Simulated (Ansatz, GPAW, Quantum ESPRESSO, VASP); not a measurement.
# One structure in several programs: Be₅Pt (P1, 6 atoms in the cell)

Self-consistent single point, at a second geometry (lattice scaled by 0.98). First geometry:

```yaml
crystal:
  lattice:
    - [0.00000, 2.98130, 2.98130]
    - [2.98130, 0.00000, 2.98130]
    - [2.98130, 2.98130, 0.00000]
  atoms:
    - { symbol: Be, position: [0.25693, 0.26616, 0.24625] }
    - { symbol: Be, position: [0.63690, 0.61105, 0.12134] }
    - { symbol: Be, position: [0.60390, 0.12570, 0.62981] }
    - { symbol: Be, position: [0.61243, 0.62373, 0.64228] }
    - { symbol: Be, position: [0.12997, 0.63446, 0.61194] }
    - { symbol: Pt, position: [0.00987, 0.98889, 0.99839] }
```

Shared settings, as Ansatz (an electronic-structure program) writes them: kpoints.mp_grid.grid = 5 5 5; scf.occupations.method = fermi_dirac; scf.occupations.width = 0.136 eV. Potentials and cutoffs stand in the table.

```
code                                                              model  ΔF from the first geometry (meV/atom)  pressure (GPa)  largest force (eV/Å)  cutoff
----------------  -----------------------------------------------------  -------------------------------------  --------------  --------------------  ------
Quantum ESPRESSO           PBEsol, PSlibrary PAW (PBE) pseudopotentials                                   13.8           10.26                 1.041   45 Ry
Ansatz                          PBEsol, default PAW files made with PBE                                   14.2           10.36                 1.033  420 eV
VASP                         PBEsol, VASP's PBE PAW potentials (set 64)                                   15.1           10.48                 1.041  300 eV
GPAW              PBEsol, GPAW PAW datasets PBEsol (made by gpaw-setup)                                   14.9           10.58                 1.035  800 eV
```

Size of the force on each atom (eV/Å): Sizes of forces hide their directions.

```tsv
code	Be1	Be2	Be3	Be4	Be5	Pt6
Quantum ESPRESSO	0.458	0.638	0.772	1.041	0.349	0.843
Ansatz	0.457	0.633	0.768	1.033	0.349	0.837
VASP	0.464	0.639	0.773	1.041	0.351	0.841
GPAW	0.458	0.634	0.768	1.035	0.350	0.840
```

On Ansatz's run: spin-orbit coupling is off. Spin polarisation is off.

The spread over the programs that give each value: ΔF from the first geometry within 1.3 meV/atom; pressure within 0.32 GPa; largest force within 0.008 eV/Å.

Ansatz's pressure is given at a fixed set of plane waves, as the other plane-wave codes print theirs; with its correction for the finite basis it is 10.40 GPa.

VASP's run is marked for a possible Pulay error in its stress at this cutoff; no cutoff test was made.

The starting cell comes from a database of computed structures (which also holds hypothetical and non-ambient phases and stackings), without a prior relaxation at this level. Its atoms were displaced at random from the sites of space group no. 216. For this run, on top of that: lattice scaled by 0.98.

Left out of this page: ABINIT, CP2K, FLEUR and SIESTA (not drawn, or without a comparable value).

Keys are those of Ansatz 0.2.
